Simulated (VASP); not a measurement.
# YMgAg (P-62m) in VASP: single point with LDA

Aim: the single point of YMgAg with LDA.

Program: VASP 6.6.1. These are calculated values, not measurements. Logs are shortened: lines on timing, memory, paths and dates and some standing lists are left out, and cuts for length are marked.

## Step 1: The structure

The structure is hexagonal, space group P-62m (No. 189). Conventional cell: a = 7.031 Å, b = 7.031 Å, c = 3.798 Å, α = 90.00°, β = 90.00°, γ = 120.00°. Y (site symmetry m2m) has 5 Ag at 2.84 to 2.91 Å and 6 Mg at 3.04 to 3.17 Å as nearest neighbours. Ag (site symmetry -6) is surrounded by 3 Mg at 2.70 Å and 6 Y at 2.84 Å. Around Ag (site symmetry -62m) lie 6 Mg at 2.58 Å and 3 Y at 2.91 Å. Mg (site symmetry m2m) is surrounded by 4 Ag at 2.58 to 2.70 Å.

## Step 2: Single point, LDA

Input file INCAR:

```
PREC     = Accurate       # precision mode
ENCUT    = 520            # plane-wave cutoff, eV
EDIFF    = 1E-6           # SCF threshold, eV
ISMEAR   = -1             # smearing method
SIGMA    = 0.1            # smearing width, eV
LREAL    = F              # projectors in reciprocal space
LASPH    = T              # aspherical terms in the spheres
NELM     = 100            # most SCF steps
ALGO     = Fast           # electronic algorithm
ISIF     = 2              # what is computed and relaxed
LWAVE    = F              # write WAVECAR
LCHARG   = F              # write CHGCAR
GGA      = CA             # functional
NBANDS   = 46             # bands
```

Input file KPOINTS:

```
regular mesh
0
Gamma
  5 5 8
```

Input file POSCAR:

```
YMgAg
1.0
    7.0312347237      0.0000000000      0.0000000000
   -3.5156173618      6.0892278907      0.0000000000
    0.0000000000      0.0000000000      3.7978063727
Y Ag Mg
3 3 3
Direct
    0.5859105346      0.0000000000      0.5000000000
    0.4140894654      0.4140894654      0.5000000000
    0.0000000000      0.5859105346      0.5000000000
    0.3333333333      0.6666666667      0.0000000000
    0.6666666667      0.3333333333      0.0000000000
    0.0000000000      0.0000000000      0.5000000000
    0.2476904771      0.0000000000      0.0000000000
    0.7523095229      0.7523095229      0.0000000000
    0.0000000000      0.2476904771      0.0000000000
```

Potentials or basis: VASP PAW LDA potentials, release 64 (Y_sv, Ag, Mg).

Started as:

```bash
$ cat potpaw_LDA.64/Y_sv/POTCAR potpaw_LDA.64/Ag/POTCAR potpaw_LDA.64/Mg/POTCAR > POTCAR
$ mpirun -np 1 vasp_std > vasp.out
```

OUTCAR:

```text
PREC = Accurate
   ENCUT = 520
   EDIFF = 1E-6
   ISMEAR = -1
   LREAL = F
   LASPH = T
   NELM = 100
   ISIF = 2
   GGA = CA

 ion  position               nearest neighbor table
   1  0.586  0.000  0.500-   5 2.84   5 2.84   4 2.84   4 2.84   6 2.91   7 3.04   7 3.04   8 3.17
                             8 3.17   9 3.17   9 3.17   2 3.67   2 3.67   3 3.67   3 3.67
   2  0.414  0.414  0.500-   4 2.84   4 2.84   5 2.84   5 2.84   6 2.91   8 3.04   8 3.04   7 3.17
                             7 3.17   9 3.17   9 3.17   1 3.67   3 3.67   1 3.67   3 3.67
   3  0.000  0.586  0.500-   4 2.84   4 2.84   5 2.84   5 2.84   6 2.91   9 3.04   9 3.04   8 3.17
                             8 3.17   7 3.17   7 3.17   2 3.67   2 3.67   1 3.67   1 3.67
   4  0.333  0.667  0.000-   7 2.70   9 2.70   8 2.70   3 2.84   3 2.84   1 2.84   1 2.84   2 2.84
                             2 2.84
   5  0.667  0.333  0.000-   9 2.70   7 2.70   8 2.70   1 2.84   1 2.84   3 2.84   3 2.84   2 2.84
                             2 2.84
   6  0.000  0.000  0.500-   9 2.58   9 2.58   7 2.58   7 2.58   8 2.58   8 2.58   3 2.91   1 2.91
                             2 2.91
   7  0.248  0.000  0.000-   6 2.58   6 2.58   4 2.70   5 2.70   9 3.02   8 3.02   1 3.04   1 3.04
                             2 3.17   2 3.17   3 3.17   3 3.17
   8  0.752  0.752  0.000-   6 2.58   6 2.58   5 2.70   4 2.70   9 3.02   7 3.02   2 3.04   2 3.04
                             1 3.17   1 3.17   3 3.17   3 3.17
   9  0.000  0.248  0.000-   6 2.58   6 2.58   5 2.70   4 2.70   7 3.02   8 3.02   3 3.04   3 3.04
                             2 3.17   2 3.17   1 3.17   1 3.17

  LATTYP: Found a hexagonal cell.
 ALAT       =     7.0312347237
 C/A-ratio  =     0.5401336354

  Lattice vectors:

 A1 = (   7.0312347237,   0.0000000000,   0.0000000000)
 A2 = (  -3.5156173618,   6.0892278907,   0.0000000000)
 A3 = (   0.0000000000,   0.0000000000,   3.7978063727)

Analysis of symmetry for initial positions (statically):
=====================================================================
 Subroutine PRICEL returns:
 Original cell was already a primitive cell.

 Routine SETGRP: Setting up the symmetry group for a
 hexagonal supercell.

 Subroutine GETGRP returns: Found 12 space group operations
 (whereof 12 operations were pure point group operations)
 out of a pool of 24 trial point group operations.

The static configuration has the point symmetry D_3h.

Analysis of symmetry for dynamics (positions and initial velocities):
=====================================================================
 Subroutine PRICEL returns:
 Original cell was already a primitive cell.

 Routine SETGRP: Setting up the symmetry group for a
 hexagonal supercell.

 Subroutine GETGRP returns: Found 12 space group operations
 (whereof 12 operations were pure point group operations)
 out of a pool of 24 trial point group operations.

The dynamic configuration has the point symmetry D_3h.

 Subroutine INISYM returns: Found 12 space group operations
 (whereof 12 operations are pure point group operations),
 and found     1 'primitive' translations

----------------------------------------------------------------------------------------

                                     Primitive cell

  volume of cell :     162.6023

  direct lattice vectors                    reciprocal lattice vectors
     7.031234724  0.000000000  0.000000000     0.142222531  0.082112217  0.000000000
    -3.515617362  6.089227891  0.000000000     0.000000000  0.164224433  0.000000000
     0.000000000  0.000000000  3.797806373     0.000000000  0.000000000  0.263309896

  length of vectors
     7.031234724  7.031234724  3.797806373     0.164224433  0.164224433  0.263309896

  position of ions in fractional coordinates (direct lattice)
     0.585910535  0.000000000  0.500000000
     0.414089465  0.414089465  0.500000000
     1.000000000  0.585910535  0.500000000
     0.333333333  0.666666667  0.000000000
     0.666666667  0.333333333  0.000000000
     0.000000000  0.000000000  0.500000000
     0.247690477  0.000000000  0.000000000
     0.752309523  0.752309523  0.000000000
     1.000000000  0.247690477  0.000000000

  ion indices of the primitive-cell ions
   primitive index   ion index
                 1           1
                 2           2
                 3           3
                 4           4
                 5           5
                 6           6
                 7           7
                 8           8
                 9           9

----------------------------------------------------------------------------------------

 KPOINTS: regular mesh

Automatic generation of k-mesh.
 Grid dimensions read from file:
 generate k-points for:    5    5    8

 Generating k-lattice:

  Cartesian coordinates                     Fractional coordinates (reciprocal lattice)
     0.028444506  0.016422443  0.000000000     0.200000000 -0.000000000  0.000000000
     0.000000000  0.032844887  0.000000000     0.000000000  0.200000000  0.000000000
     0.000000000  0.000000000  0.032913737     0.000000000  0.000000000  0.125000000

  Length of vectors
     0.032844887  0.032844887  0.032913737

  Shift w.r.t. Gamma in fractional coordinates (k-lattice)
     0.000000000  0.000000000  0.000000000

 Subroutine IBZKPT returns following result:
 ===========================================

 Found     25 irreducible k-points:

 Following reciprocal coordinates:
            Coordinates               Weight
  0.000000  0.000000  0.000000      1.000000
  0.200000  0.000000  0.000000      6.000000
  0.400000  0.000000  0.000000      6.000000
  0.200000  0.200000  0.000000      6.000000
  0.400000  0.200000  0.000000      6.000000
  0.000000  0.000000  0.125000      2.000000
[... 16 lines left out ...]
  0.400000  0.000000  0.500000      6.000000
  0.200000  0.200000  0.500000      6.000000
   k-points           NKPTS =     25   k-points in BZ     NKDIM =     25   number of bands    NBANDS=     46
   number of dos      NEDOS =    301   number of ions     NIONS =      9
   total plane-waves  NPLWV =  81648
   dimension x,y,z NGX =    54 NGY =   54 NGZ =   28
   dimension x,y,z NGXF=   108 NGYF=  108 NGZF=   56
   ions per type =               3   3   3
   NGX,Y,Z   is equivalent  to a cutoff of  12.77, 12.77, 12.26 a.u.
   NGXF,Y,Z  is equivalent  to a cutoff of  25.54, 25.54, 24.51 a.u.
 SYSTEM =  unknown system
   PREC   = accura    normal or accurate (medium, high low for compatibility)
   ISTART =      0    job   : 0-new  1-cont  2-samecut
   ICHARG =      2    charge: 1-file 2-atom 10-const
   ISPIN  =      1    spin polarized calculation?
   LNONCOLLINEAR =      F non collinear calculations
   LSORBIT =      F    spin-orbit coupling
   LASPH  =      T    aspherical Exc in radial PAW
   ENCUT  =  520.0 eV  38.22 Ry    6.18 a.u.  13.07 13.07  7.06*2*pi/ulx,y,z
   NELM   =    100;   NELMIN=  2; NELMDL= -5     # of ELM steps
   EDIFF  = 0.1E-05   stopping-criterion for ELM
   LREAL  =      F    real-space projection
   EDIFFG = 0.1E-04   stopping-criterion for IOM
   NSW    =      0    number of steps for IOM
   IBRION =     -1    ionic relax: 0-MD 1-quasi-New 2-CG
   NFREE  =      0    steps in history (QN), initial steepest desc. (CG)
   ISIF   =      2    stress and relaxation
   ISYM   =      2    0-nonsym 1-usesym 2-fastsym
   POTIM  = 0.5000    time-step for ionic-motion
   TEBEG  =    0.0;   TEEND  =   0.0 temperature during run
   PSTRESS=    0.0 pullay stress
   NELECT =      72.0000    total number of electrons
   NUPDOWN=      -1.0000    fix difference up-down
   EMIN   =  10.00;   EMAX   =-10.00  energy-range for DOS
   EFERMI =   0.00;   METHOD = LEGACY
   ISMEAR =    -1;   SIGMA  =   0.10  broadening in eV -4-tet -1-fermi 0-gaus
   EFERMI_NEDOS =   21; number of points for ismear=-14 and -15
   IALGO  =     68    algorithm
   IMIX   =      4    mixing-type and parameters
     AMIX     =   0.40;   BMIX     =  1.00
     AMIX_MAG =   1.60;   BMIX_MAG =  1.00
  volume/ion in A,a.u.               =      18.07       121.92
  Fermi-wavevector in a.u.,A,eV,Ry     =   1.247796  2.357992 21.184187  1.556994
  Thomas-Fermi vector in A             =   2.381911
   LORBIT       =      0    0 simple, 1 ext, 2 COOP (PROOUT), +10 PAW based schemes
   GGA     = CA    functional components
   LHFCALC =     F    Hartree Fock is set to
   AEXX    =    0.0000 exact exchange contribution
   IVDW    =     0    specifies the selected vdW correction
   LEPSILON=     F    determine dielectric tensor
   LRPA    =     F    only Hartree local field effects (RPA)
 non-spin polarized calculation
 RMM-DIIS sequential band-by-band and
  energy-cutoff  :      520.00
  volume of cell :      162.60
 maximum number of plane-waves:      4430
 NGX is ok and might be reduce to    54
   NGX = 27   NGY = 27   NGZ = 15

 number of electron      71.9999988 magnetization

 Free energy of the ion-electron system (eV)
  ---------------------------------------------------
  ext. energy  EPLUGINS =         0.00000000
  ---------------------------------------------------
  free energy    TOTEN  =       -39.11842876 eV

  energy without entropy =      -38.90991523  energy(sigma->0) =      -39.01417200

 E-fermi :   6.3783     XC(G=0): -11.3618

 val. band max:        6.3260898159   @ k =   0.2000   0.0000   0.5000
 cond. band min:       6.3998513312   @ k =   0.4000   0.2000   0.0000
 fundamental gap:      0.0737615153
 Fermi energy:         6.3783343984

 k-point     1 :       0.0000    0.0000    0.0000
  band No.  band energies     occupation
      1     -35.6534      2.00000
      2     -35.6237      2.00000
      3     -35.6237      2.00000
      4     -16.1133      2.00000
      5     -15.9713      2.00000
      6     -15.9713      2.00000
[... 38 lines left out ...]
     45       9.4674      0.00000
     46       9.8201      0.00000

 k-point     2 :       0.2000    0.0000    0.0000
  band No.  band energies     occupation
      1     -35.6509      2.00000
      2     -35.6262      2.00000
      3     -35.6238      2.00000
      4     -16.0979      2.00000
      5     -15.9728      2.00000
      6     -15.9454      2.00000
[... 1070 lines left out ...]
 k-point    24 :       0.2000    0.2000    0.5000
  band No.  band energies     occupation
      1     -35.6328      2.00000
      2     -35.6188      2.00000
      3     -35.6130      2.00000
      4     -16.0483      2.00000
      5     -16.0188      2.00000
      6     -16.0078      2.00000
[... 38 lines left out ...]
     45       9.1252      0.00000
     46       9.5855      0.00000

 [... further k-points ...]
[... 5 lines left out ...]
  --------------------------------------------------------------------------------------
  -------------------------------------------------------------------------------------
  Total       20.0388945     20.0388945     19.9991741      0.0000000     -0.0000000      0.0000000
  in kB      197.4502542    197.4502542    197.0588755      0.0000000     -0.0000000      0.0000000
  external PRESSURE =     197.3197947 kB  Pullay stress =       0.0000000 kB

 VOLUME and BASIS-vectors are now :
 -----------------------------------------------------------------------------
  energy-cutoff  :      520.00
  volume of cell :      162.60
      direct lattice vectors                 reciprocal lattice vectors
     7.031234724  0.000000000  0.000000000     0.142222531  0.082112217  0.000000000
    -3.515617362  6.089227891  0.000000000     0.000000000  0.164224433  0.000000000
     0.000000000  0.000000000  3.797806373     0.000000000  0.000000000  0.263309896

 POSITION                                       TOTAL-FORCE (eV/Angst)
 -----------------------------------------------------------------------------------
      4.11967      0.00000      1.89890        -0.002662     -0.000000      0.000000
      1.45578      2.52149      1.89890         0.001331      0.002305     -0.000000
     -2.05984      3.56774      1.89890         0.001331     -0.002305     -0.000000
     -0.00000      4.05949      0.00000         0.000000     -0.000000     -0.000000
      3.51562      2.02974      0.00000        -0.000000     -0.000000     -0.000000
      0.00000      0.00000      1.89890         0.000000     -0.000000     -0.000000
      1.74157      0.00000      0.00000         0.008339     -0.000000     -0.000000
      2.64483      4.58098      0.00000        -0.004169     -0.007222     -0.000000
     -0.87078      1.50824      0.00000        -0.004169      0.007222     -0.000000
 -----------------------------------------------------------------------------------
    total drift:                                0.000000      0.000001     -0.000000

  FREE ENERGIE OF THE ION-ELECTRON SYSTEM (eV)
  ---------------------------------------------------
  free  energy   TOTEN  =       -39.1184287576 eV

  energy  without entropy=      -38.9099152332  energy(sigma->0) =      -39.01417200
```

Wall time 8.3 min (1 thread of AMD EPYC 7R13 (Zen 3), shared host); peak memory 0.31 GiB.

What came out:

```
Free energy            : -39.1184 eV
Pressure               : 19.7 GPa
Largest force          : 0.008 eV/Å
Band gap on the k mesh : none (metal or under the smearing width)
```

Forces on the atoms (eV/Å):
```
Y   -0.003  0.000  0.000
Y    0.001  0.002  0.000
Y    0.001 -0.002  0.000
Ag   0.000  0.000  0.000
Ag   0.000  0.000  0.000
Ag   0.000  0.000  0.000
Mg   0.008  0.000  0.000
Mg  -0.004 -0.007  0.000
Mg  -0.004  0.007  0.000
```

Caveat: so large a pressure means that the cell lies far from this level's equilibrium, or that cutoff or potentials fall short.
